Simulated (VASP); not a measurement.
Output of a VASP run:

### OSZICAR
```
       N       E                     dE             d eps       ncg     rms          rms(c)
DAV:   1     0.979509303256E+02    0.97951E+02   -0.74445E+03   384   0.107E+03
DAV:   2    -0.576601791256E+01   -0.10372E+03   -0.97572E+02   492   0.299E+02
DAV:   3    -0.941750251383E+01   -0.36515E+01   -0.36376E+01   492   0.524E+01
DAV:   4    -0.951595206629E+01   -0.98450E-01   -0.98399E-01   564   0.746E+00
DAV:   5    -0.951706915463E+01   -0.11171E-02   -0.11171E-02   500   0.855E-01    0.611E+00
DAV:   6    -0.833334353647E+01    0.11837E+01   -0.39270E+00   408   0.175E+01    0.390E+00
DAV:   7    -0.830441815867E+01    0.28925E-01   -0.11594E-01   516   0.293E+00    0.238E+00
DAV:   8    -0.829914392624E+01    0.52742E-02   -0.51922E-02   412   0.263E+00    0.195E-01
DAV:   9    -0.830073638034E+01   -0.15925E-02   -0.62534E-03   524   0.640E-01    0.119E-01
DAV:  10    -0.830129230052E+01   -0.55592E-03   -0.96271E-04   408   0.305E-01    0.580E-02
DAV:  11    -0.830140388733E+01   -0.11159E-03   -0.38408E-04   424   0.156E-01    0.218E-02
DAV:  12    -0.830139288626E+01    0.11001E-04   -0.72488E-05   488   0.704E-02    0.668E-03
DAV:  13    -0.830139233116E+01    0.55509E-06   -0.45164E-06   428   0.209E-02
   1 F= -.83013923E+01 E0= -.83013923E+01  d E =-.179195E-97
```

File OUTCAR:
```
------------------------ aborting loop because EDIFF is reached ----------------------------------------
  FORCE on cell =-STRESS in cart. coord.  units (eV):
  Direction    XX          YY          ZZ          XY          YZ          ZX
  --------------------------------------------------------------------------------------
  Total       -0.6173514     -0.6173514     -0.6173514      0.0000000     -0.0000000      0.0000000
  in kB      -26.3872954    -26.3872954    -26.3872954      0.0000000     -0.0000000      0.0000000
  external PRESSURE =     -26.3872954 kB  Pullay stress =       0.0000000 kB
  volume of cell :       37.48
      direct lattice vectors                 reciprocal lattice vectors
     0.000000000  2.656273000  2.656273000    -0.188233664  0.188233664  0.188233664
     2.656273000  0.000000000  2.656273000     0.188233664 -0.188233664  0.188233664
     2.656273000  2.656273000  0.000000000     0.188233664  0.188233664 -0.188233664
  FREE ENERGIE OF THE ION-ELECTRON SYSTEM (eV)
  ---------------------------------------------------
  free  energy   TOTEN  =        -8.3013923312 eV

  energy  without entropy=       -8.3013923312  energy(sigma->0) =       -8.30139233
```
(Selected blocks of OUTCAR.)

**POSCAR**
```
KF
1
    0.0000000000     2.6562730000     2.6562730000
    2.6562730000     0.0000000000     2.6562730000
    2.6562730000     2.6562730000     0.0000000000
K F
1 1
Direct
  0.0000000000   0.0000000000   0.0000000000
  0.5000000000   0.5000000000   0.5000000000
```

Task: Write an INCAR and KPOINTS that could have produced this output.

Result: Several could match; the one computed here: the input of the run itself, PBE GGA, plane waves, VASP's PBE PAW potentials (set 64).

### INCAR
```
SYSTEM  =  KF
SIGMA  =  0.01   ! width (eV)
LREAL  =  F   ! projection in real space or not
LASPH  =  T
ISMEAR  =  0   ! Gaussian
EDIFF  =  1E-6   ! SCF stop (eV)
ALGO  =  Normal   ! blocked Davidson
ISIF  =  2
NELM  =  100   ! most electronic steps
PREC  =  Accurate
LCHARG  =  F
ENCUT  =  400   ! plane-wave cut-off (eV)
GGA  =  PE
LWAVE  =  F
```

KPOINTS:
```
Automatic mesh
0
Gamma
6 6 6
0 0 0
```

POTCAR, in this order: K_sv F (PBE.64 set). Program: vasp_std.

At this cut-off the stress carries a Pulay error, which pulls relaxed volumes low.

The structure comes from a computed database's KF entry; how it stands against other phases isn't given here. The cell was not relaxed at this level.
